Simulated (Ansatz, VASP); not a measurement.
# Li2Al2SiO6 (aluminosilicate glass) in two plane-wave programs, part 2 of 2

One calculation is typed for both programs; each brings its own data sets. How far apart do they land? Of the first pair: The structure shown is the start of the Ansatz relaxation below; VASP solves that cell, so the two are compared at the walk's first step.

VASP 6.6.1 and Ansatz 0.2.0.

So far: The structure; Ansatz: relaxation, PBE.

## 3. VASP: single point, PBE, start cell, pair 1

Level of this step: PBE; plane waves and PAW (Si, Al, Li_sv, O) (VASP).

The same cell, functional, mesh and smearing now go to VASP, with its own data sets.

Lines of VASP's logs that name or quote its potential files are left out, and so is its time.

The input, INCAR:

```
SYSTEM = Li2Al2SiO6
PREC = Accurate
ENCUT = 650
EDIFF = 1E-06
NELM = 120
ISMEAR = -1
SIGMA = 0.05
LREAL = Auto
ALGO = Normal
GGA = PE
NBANDS = 136
LORBIT = 11
LWAVE = .FALSE.
LCHARG = .FALSE.
ISIF = 2
LASPH = .TRUE.
GGA_COMPAT = .FALSE.
EFERMI = MIDGAP
KPAR = 8
```

The input, POSCAR:

```
Li2Al2SiO6
1.0
    7.7587680000      0.0000000000      0.0000000000
    0.0000000000      7.7587680000      0.0000000000
    0.0000000000      0.0000000000      7.7587680000
Si Al Li O
4 8 8 24
Direct
    0.2712960357      0.5352000472      0.2028199580
    0.0774799556      0.0389399451      0.9356330799
    0.7081000489      0.8807590329      0.0861350668
    0.5782130617      0.7182470207      0.7196049682
    0.8346130468      0.2731019925      0.3570050039
    0.9236820846      0.6344410607      0.3277740744
    0.9418550729      0.8336850644      0.6450830854
    0.2648470737      0.8219310076      0.4893520466
    0.3130799890      0.3323809914      0.8483120000
    0.9921950237      0.4643989871      0.6816320581
    0.2043240628      0.2244410453      0.4603300421
    0.6454729668      0.3131240682      0.6874780893
    0.4030440142      0.9858460776      0.8014970934
    0.7096750412      0.2033650188      0.9902520606
    0.6209060511      0.5631600275      0.1002229993
    0.9421990708      0.4232860165      0.0113279583
    0.6062499871      0.9874040569      0.4427420694
    0.3427899893      0.9649510077      0.2123509815
    0.2294709676      0.6997670249      0.8880610942
    0.5282619612      0.2282040138      0.2911430011
    0.6275460228      0.7848650714      0.9138030677
    0.7539630003      0.3558570124      0.1676830651
    0.2034419640      0.3662059492      0.6599070883
    0.0662810127      0.9982620952      0.7320869757
    0.9822739899      0.6572129750      0.7749789657
    0.9160050926      0.4616280574      0.4694639664
    0.3831340233      0.7634620600      0.6700960771
    0.0177940622      0.1659889818      0.3751840498
    0.5018479738      0.2102859629      0.8181030803
    0.2295900586      0.9162260039      0.9984890642
    0.8778580568      0.9897170530      0.0138720477
    0.7572670042      0.7329810609      0.2184550434
    0.3180119576      0.3675010002      0.3103439876
    0.0453590055      0.7752090280      0.4513039957
    0.3545409529      0.6986470017      0.3100909835
    0.6715040326      0.2327150393      0.4896319880
    0.0719060036      0.5565179936      0.1904780501
    0.6072810786      0.5214580459      0.7020579814
    0.8529850358      0.3268120660      0.7883380454
    0.3322750468      0.0298459755      0.4653059609
    0.3410689687      0.5107899862      0.9982270381
    0.1475579628      0.2249989947      0.9697410723
    0.7204320325      0.8359340040      0.6115320113
    0.5901790078      0.0195970546      0.1796769796
```

The input, KPOINTS:

```
Automatic mesh
0
Gamma
2 2 2
0 0 0
```

PAW data sets: Si, Al, Li_sv and O (PBE family, release 64).

Run with:

```sh
> mpirun -np 8 vasp_std
```

Numbers of over 12 decimals in the logs are rounded to 6 here.

The log of the run:

```text
[banner, memory and clock lines left out]
running    8 mpi-ranks, on    1 nodes
[...]
|                                                                             |
|           W    W    AA    RRRRR   N    N  II  N    N   GGGG   !!!           |
|           W    W   A  A   R    R  NN   N  II  NN   N  G    G  !!!           |
|           W    W  A    A  R    R  N N  N  II  N N  N  G       !!!           |
|           W WW W  AAAAAA  RRRRR   N  N N  II  N  N N  G  GGG   !            |
|           WW  WW  A    A  R   R   N   NN  II  N   NN  G    G                |
|           W    W  A    A  R    R  N    N  II  N    N   GGGG   !!!           |
|                                                                             |
|     For optimal performance we recommend to set                             |
|       NCORE = 2 up to number-of-cores-per-socket                            |
|     NCORE specifies how many cores store one orbital (NPAR=cpu/NCORE).      |
|     This setting can greatly improve the performance of VASP for DFT.       |
|     The default, NCORE=1 might be grossly inefficient on modern             |
|     multi-core architectures or massively parallel machines. Do your        |
|     Unfortunately you need to use the default for GW and RPA                |
|     calculations (for HF NCORE is supported but not extensively tested      |
|     yet).                                                                   |
|                                                                             |

 LDA part: xc-table for (Slater+PW92), standard interpolation
 POSCAR, INCAR and KPOINTS ok, starting setup
[...]
entering main loop
       N       E                     dE             d eps       ncg     rms          rms(c)
DAV:   1     0.178943587825E+04    0.17894E+04   -0.11568E+05  2176   0.179E+03
DAV:   2    -0.152879382545E+03   -0.19423E+04   -0.18356E+04  2576   0.414E+02
DAV:   3    -0.330936480748E+03   -0.17806E+03   -0.17687E+03  2672   0.131E+02
DAV:   4    -0.342359746415E+03   -0.11423E+02   -0.11359E+02  3864   0.266E+01
[...]
DAV:  16    -0.299806274958E+03   -0.42303E-05   -0.30238E-05  2416   0.200E-02    0.874E-03
DAV:  17    -0.299806277044E+03   -0.20864E-05   -0.74748E-06  2688   0.893E-03    0.343E-03
DAV:  18    -0.299806277321E+03   -0.27666E-06   -0.10816E-06  1584   0.367E-03
   1 F= -.29980628E+03 E0= -.29980628E+03  d E =-.955640E-18
```

From OUTCAR (step 3):

```text
  Total       27.2086279     38.7173218     24.8709141     -5.7538224     -5.8396103     -1.4192491
  in kB       93.3337953    132.8120846     85.3147322    -19.7373451    -20.0316235     -4.8684522
  external PRESSURE =     103.8202040 kB  Pullay stress =       0.0000000 kB

 POSITION                                       TOTAL-FORCE (eV/Angst)
 -----------------------------------------------------------------------------------
      2.10492      4.15249      1.57363         1.460351      0.324391     -0.065136
      0.60115      0.30213      7.25936        -1.375568     -1.965347      0.570253
      5.49398      6.83361      0.66830         1.420321      1.424403     -1.001072
      4.48622      5.57271      5.58325         2.124520      0.406801     -0.345513
      6.47557      2.11894      2.76992         1.230167      1.771060     -0.941210
      7.16664      4.92248      2.54312        -0.374630     -0.293080     -0.047426
      7.30764      6.46837      5.00505        -0.227499      0.610256      0.907380
      2.05489      6.37717      3.79677         0.132299     -1.246596     -1.428679
      2.42912      2.57887      6.58186         0.026749     -0.305502      2.478650
      7.69821      3.60316      5.28863        -0.632411     -2.192895     -0.939423
      1.58530      1.74139      3.57159         1.384121      0.733310      0.235655
      5.00807      2.42946      5.33398         2.615767     -0.598790      0.411715
      3.12712      7.64895      6.21863        -0.453896      0.124060      0.518726
      5.50620      1.57786      7.68314         0.201598      0.002555      0.137553
[...]
-----------------------------------------------------------------------------------
    total drift:                               -0.022653     -0.005437     -0.008656

  FREE ENERGIE OF THE ION-ELECTRON SYSTEM (eV)
  ---------------------------------------------------
  free  energy   TOTEN  =      -299.8062773209 eV

  energy  without entropy=     -299.8062773209  energy(sigma->0) =     -299.80627732

[... 3 further parts left out ...]
[key lines of the parts left out:]
E-fermi :   5.0592
```

The run ends at a pressure of 10.38 GPa, with forces up to 3.5 eV/Å.

## 4. Side by side

Known differences besides the potentials themselves: the cutoff is 420 eV in Ansatz and 650 eV in VASP (PREC = Accurate, projectors in real space). Total energies have different zeros and are not compared.

Forces on 10 of the 44 atoms, those with the largest forces and the largest differences (eV/Å; atoms numbered as in POSCAR):

```
atom          Ansatz x, y, z            VASP x, y, z
 Si2   -1.293, -1.984, 0.544   -1.376, -1.965, 0.570
 Si3    1.420, 1.452, -0.953    1.420, 1.424, -1.001
 Al9    0.018, -0.319, 2.461    0.027, -0.306, 2.479
Al10  -0.643, -2.168, -0.935  -0.632, -2.193, -0.939
Al12    2.623, -0.593, 0.407    2.616, -0.599, 0.412
 O30    1.011, -1.072, 0.760    1.065, -1.116, 0.783
 O33    0.867, -2.262, 1.101    0.866, -2.303, 1.131
 O36  -2.458, -2.444, -0.479  -2.468, -2.460, -0.471
 O37  -1.350, -0.012, -2.420  -1.381, -0.006, -2.423
 O42     0.447, 2.729, 0.398     0.460, 2.775, 0.395
```

The forces differ by 20 meV/Å r.m.s., which is 1.9 % of the r.m.s. force of 1.021 eV/Å (both taken over all components).

## 5. Ansatz: relaxation, PBE

This run makes the geometry at which the two programs are then compared. The cell compared in this pair holds 511.12 Å³, against 467.07 Å³ for the pair before.

The structure compared here is the end of the Ansatz relaxation.

The input, input.yaml:

```yaml
crystal:
  lattice:
    - [7.7587682858, 0.0, 0.0]
    - [0.0, 7.7587682858, 0.0]
    - [0.0, 0.0, 7.7587682858]
  atoms:
    - { symbol: Si, position: [0.271296, 0.5352, 0.20282] }
    - { symbol: Si, position: [0.07748, 0.03894, 0.935633] }
    - { symbol: Si, position: [0.7081, 0.880759, 0.086135] }
    - { symbol: Si, position: [0.578213, 0.718247, 0.719605] }
    - { symbol: Al, position: [0.834613, 0.273102, 0.357005] }
    - { symbol: Al, position: [0.923682, 0.634441, 0.327774] }
    - { symbol: Al, position: [0.941855, 0.833685, 0.645083] }
    - { symbol: Al, position: [0.264847, 0.821931, 0.489352] }
    - { symbol: Al, position: [0.31308, 0.332381, 0.848312] }
    - { symbol: Al, position: [0.992195, 0.464399, 0.681632] }
    - { symbol: Al, position: [0.204324, 0.224441, 0.46033] }
    - { symbol: Al, position: [0.645473, 0.313124, 0.687478] }
    - { symbol: Li, position: [0.403044, 0.985846, 0.801497] }
    - { symbol: Li, position: [0.709675, 0.203365, 0.990252] }
    - { symbol: Li, position: [0.620906, 0.56316, 0.100223] }
    - { symbol: Li, position: [0.942199, 0.423286, 0.011328] }
    - { symbol: Li, position: [0.60625, 0.987404, 0.442742] }
    - { symbol: Li, position: [0.34279, 0.964951, 0.212351] }
    - { symbol: Li, position: [0.229471, 0.699767, 0.888061] }
    - { symbol: Li, position: [0.528262, 0.228204, 0.291143] }
    - { symbol: O, position: [0.627546, 0.784865, 0.913803] }
    - { symbol: O, position: [0.753963, 0.355857, 0.167683] }
    - { symbol: O, position: [0.203442, 0.366206, 0.659907] }
    - { symbol: O, position: [0.066281, 0.998262, 0.732087] }
    - { symbol: O, position: [0.982274, 0.657213, 0.774979] }
    - { symbol: O, position: [0.916005, 0.461628, 0.469464] }
    - { symbol: O, position: [0.383134, 0.763462, 0.670096] }
    - { symbol: O, position: [0.017794, 0.165989, 0.375184] }
    - { symbol: O, position: [0.501848, 0.210286, 0.818103] }
    - { symbol: O, position: [0.22959, 0.916226, 0.998489] }
    - { symbol: O, position: [0.877858, 0.989717, 0.013872] }
    - { symbol: O, position: [0.757267, 0.732981, 0.218455] }
    - { symbol: O, position: [0.318012, 0.367501, 0.310344] }
    - { symbol: O, position: [0.045359, 0.775209, 0.451304] }
    - { symbol: O, position: [0.354541, 0.698647, 0.310091] }
    - { symbol: O, position: [0.671504, 0.232715, 0.489632] }
    - { symbol: O, position: [0.071906, 0.556518, 0.190478] }
    - { symbol: O, position: [0.607281, 0.521458, 0.702058] }
    - { symbol: O, position: [0.852985, 0.326812, 0.788338] }
    - { symbol: O, position: [0.332275, 0.029846, 0.465306] }
    - { symbol: O, position: [0.341069, 0.51079, 0.998227] }
    - { symbol: O, position: [0.147558, 0.224999, 0.969741] }
    - { symbol: O, position: [0.720432, 0.835934, 0.611532] }
    - { symbol: O, position: [0.590179, 0.019597, 0.179677] }
  symmetry: { detect: false }
kpoints:
  mp_grid: { grid: [2, 2, 2] }
scf:
  occupations: { method: fermi_dirac, width: 0.05 }
hamiltonian:
  xc: pbe
  pseudopotentials: { kind: paw, azcp: { folder: soft_1 } }
output:
  forces: true
  stress: true
relax:
  f_tol: 0.04
  max_steps: 100
  escape_saddle: false
  cell: { stress_tol: 0.4, fix: [] }
```

Run with:

```sh
> ansatz run input.yaml --threads 4 --pin off --max-ram 14336MiB --backend cpu --events-out ev --progress --plain --runs-dir out
```

The log of the run:

```text
[...]
Crystal: 44 atoms, lattice volume = 467.066 Å³
Basis set: ecut = 420 eV, 9093 PW (Γ), exchange–correlation on 108×108×108 points (8 copies of the dense FFT grid, shifted against one another)
Bands: 148, of which v1, the nominal top of the filled ones, is band 104 counted from 1 (103 counted from 0)
Symmetry: 1 space group operations
k-points: 8
[...]
- { symbol: O, position: [0.893472, 0.499360, 0.460525] }
    - { symbol: O, position: [0.407733, 0.813686, 0.650338] }
    - { symbol: O, position: [-0.027403, 0.186298, 0.406438] }
[...]
- { symbol: O, position: [0.354479, 0.496490, 1.016625] }
    - { symbol: O, position: [0.138346, 0.223556, 0.965442] }
    - { symbol: O, position: [0.742148, 0.804719, 0.605809] }
    - { symbol: O, position: [0.591840, 0.021104, 0.152904] }
[key lines of the parts left out:]
SCF converged after 4 iterations
Free energy (F): -22157.366371 eV
Fermi energy:    5.215306 eV
P = ⅓ Tr σ = 0.0582 GPa (0.582 kbar)
```

## 6. VASP: single point, PBE, relaxed cell, pair 2

The same cell, functional, mesh and smearing now go to VASP, with its own data sets.

INCAR: that of step 3 with these lines changed.

```diff
@@ -2,3 +2,3 @@
 PREC = Accurate
-ENCUT = 650
+ENCUT = 750
 EDIFF = 1E-06
```

The input, POSCAR:

```
Li2Al2SiO6
1.0
    7.9274540458     -0.1176750357     -0.2291648694
   -0.1176750357      8.1335774230     -0.1935313209
   -0.2291648694     -0.1935313209      7.9401301401
Si Al Li O
4 8 8 24
Direct
    0.2762225206      0.5208707435      0.2070767337
    0.0730851573      0.0306589568      0.9327227555
    0.7258024457      0.8947205457      0.0786411524
    0.5874902799      0.7316958394      0.7083665787
    0.8027015563      0.3116774397      0.3523292508
    0.9386848299      0.6447775888      0.3058475008
    0.9612179160      0.7917143795      0.6497692987
    0.2867090367      0.8322612681      0.4598668382
    0.3011142750      0.3276868682      0.8600651743
    0.9886539788      0.4401178685      0.6620576668
    0.1894631592      0.2206536548      0.4433147090
    0.6281608937      0.3307851247      0.6899287210
    0.4131845175      0.9727161535      0.8457411756
    0.6371964522      0.2077317072      0.0233050088
    0.6195544485      0.5555224545      0.0773978556
    0.9364222995      0.3692607491      0.0118360385
    0.8562230498      0.1059541252      0.5974359074
    0.3755418077      0.9114133110      0.1703233387
    0.1716896715      0.6862725970      0.9525554134
    0.4923592373      0.1520972141      0.3300611326
    0.6178378517      0.8057178140      0.9092344759
    0.7464946478      0.3745911301      0.1516786603
    0.1921472508      0.3421505362      0.6520971903
    0.0254704772      0.9904471960      0.7303739738
    0.0243609161      0.6301987159      0.7731460954
    0.8934715571      0.4993604304      0.4605247155
    0.4077325171      0.8136856059      0.6503384054
    0.9725970640      0.1862984187      0.4064377243
    0.4884083838      0.2210936363      0.8220299962
    0.2247681757      0.9123941647      0.9884076291
    0.8939641225      0.0000406527      0.0273307210
    0.7751233213      0.7401562190      0.1927924404
    0.3002069964      0.3606130082      0.3179107268
    0.0651994957      0.7785833416      0.4543912874
    0.3593772497      0.6965337754      0.2942814452
    0.6463250510      0.2421138892      0.4862858187
    0.0753828602      0.5584539992      0.1582230135
    0.5653742674      0.5347219126      0.7118784969
    0.8423404424      0.3195459234      0.7673542628
    0.3029845856      0.0381925870      0.4034677063
    0.3544787356      0.4964903931      0.0166248287
    0.1383463303      0.2235561900      0.9654416352
    0.7421478269      0.8047189260      0.6058086171
    0.5918403409      0.0211039453      0.1529038833
```

KPOINTS is that of step 3.

Run with:

```sh
> mpirun -np 8 vasp_std
```

The log of the run:

```text
[banner, memory and clock lines left out]
running    8 mpi-ranks, on    1 nodes
[...]
[... a notice as in an earlier step ...]

 LDA part: xc-table for (Slater+PW92), standard interpolation
 POSCAR, INCAR and KPOINTS ok, starting setup
[...]
entering main loop
       N       E                     dE             d eps       ncg     rms          rms(c)
DAV:   1     0.191484146588E+04    0.19148E+04   -0.12308E+05  2176   0.197E+03
DAV:   2    -0.135404633668E+03   -0.20502E+04   -0.19416E+04  2648   0.430E+02
DAV:   3    -0.332690558568E+03   -0.19729E+03   -0.19595E+03  2688   0.139E+02
DAV:   4    -0.345529971268E+03   -0.12839E+02   -0.12778E+02  3832   0.287E+01
[...]
DAV:  16    -0.304241052171E+03   -0.31789E-05   -0.55474E-05  2448   0.275E-02    0.690E-03
DAV:  17    -0.304241054239E+03   -0.20683E-05   -0.10335E-05  2584   0.123E-02    0.522E-03
DAV:  18    -0.304241054088E+03    0.15096E-06   -0.40373E-06  2352   0.646E-03
   1 F= -.30424105E+03 E0= -.30424105E+03  d E =-.245630E-19
```

Parts of OUTCAR (step 6):

```text
  Total       -0.2914469     -0.0878068     -0.5186962     -0.0820447     -0.1357542     -0.0434164
  in kB       -0.9135746     -0.2752408     -1.6259142     -0.2571789     -0.4255376     -0.1360937
  external PRESSURE =      -0.9382432 kB  Pullay stress =       0.0000000 kB

 POSITION                                       TOTAL-FORCE (eV/Angst)
 -----------------------------------------------------------------------------------
      2.08099      4.16396      1.48011         0.010340     -0.002775     -0.021280
      0.36202      0.06026      7.38326        -0.016371      0.048479      0.055797
      5.63046      7.17665      0.28494         0.045165     -0.046199     -0.004140
      4.40887      5.74508      5.34828        -0.017099     -0.000292      0.036074
      6.24596      2.37241      2.55327        -0.026029     -0.020484      0.004063
      7.29542      5.07470      2.08857        -0.013289      0.016224     -0.015978
      7.37794      6.20061      4.78575        -0.015918     -0.007342     -0.064788
      2.06955      6.64652      3.42463        -0.023232      0.013422     -0.020830
      2.15141      2.46338      6.69661        -0.015065      0.014784      0.014924
      7.63400      3.33526      4.94508         0.004444      0.014861     -0.026389
      1.37440      1.68661      3.43385         0.047119     -0.012188     -0.028867
      4.78268      2.48302      5.27015        -0.029298     -0.009014      0.005052
      2.96722      7.69936      6.43236        -0.015994      0.025406     -0.000280
      5.02156      1.61011     -0.00118        -0.006781      0.004605     -0.030516
[...]
-----------------------------------------------------------------------------------
    total drift:                               -0.027302     -0.048882     -0.010757

  FREE ENERGIE OF THE ION-ELECTRON SYSTEM (eV)
  ---------------------------------------------------
  free  energy   TOTEN  =      -304.2410540881 eV

  energy  without entropy=     -304.2410540881  energy(sigma->0) =     -304.24105409

[... 1 part as in an earlier step ...]

[... 2 further parts left out ...]
[key lines of the parts left out:]
E-fermi :   3.9349
```

The run ends at a pressure of -0.09 GPa, with forces up to 0.078 eV/Å.

## 7. Differences

What differs besides the data sets and the points named for the pairs above, as far as they apply: the cutoff is 420 eV in Ansatz and 750 eV in VASP (PREC = Accurate, projectors in real space); Ansatz's pressure holds a Pulay correction, VASP's none. Total energies have different zeros and are not compared.

Both answers:

```
              quantity  Ansatz   VASP  difference
        pressure (GPa)    0.06  -0.09       +0.15
gap on the k mesh (eV)   4.459  4.457      +0.002
```

Forces on 7 of the 44 atoms, those with the largest forces and the largest differences (eV/Å; atoms numbered as in POSCAR):

```
atom          Ansatz x, y, z            VASP x, y, z
 Si2     0.029, 0.018, 0.028    -0.016, 0.048, 0.056
 Si3    0.035, -0.030, 0.014   0.045, -0.046, -0.004
 Al7  -0.014, -0.032, -0.034  -0.016, -0.007, -0.065
Al11   0.012, -0.008, -0.021   0.047, -0.012, -0.029
Li20    0.017, 0.010, -0.020    0.026, 0.007, -0.051
 O30   0.004, -0.006, -0.004    0.042, -0.050, 0.009
 O44    -0.015, 0.013, 0.001    -0.055, 0.045, 0.034
```

The forces differ by 18 meV/Å r.m.s., which is 79.9 % of the r.m.s. force of 0.023 eV/Å (both taken over all components). A gap on the mesh is an upper bound, since the band edges may lie between its points.

## 8. Results

* r.m.s. force difference (single point, PBE, start cell, pair 1): 1.9 % of the r.m.s. force
* r.m.s. force difference (single point, PBE, relaxed cell, pair 2): 18 meV/Å

The r.m.s. force difference is 18 meV/Å (single point, PBE, relaxed cell, pair 2), beyond the 12 meV/Å picked in this series as the mark of a large difference. What causes the difference of the single point, PBE, relaxed cell, pair 2 pair stays open here. Such differences can come from data sets, numerical settings and the points named under the comparisons, not from the functional's error against experiment.

[Lines on the potential files, build, host, timing and source positions are cut from VASP's logs without a mark.]

[Logs are printed without paths, hosts, clocks, repeated set-up lines and the standing remarks that a program may print on its own settings, such as how far it seeks lower states.]

[Hosts, paths, dates, database ids (printed as entryN), source tags and the programs' standing remarks are cut or masked in the printed files.]
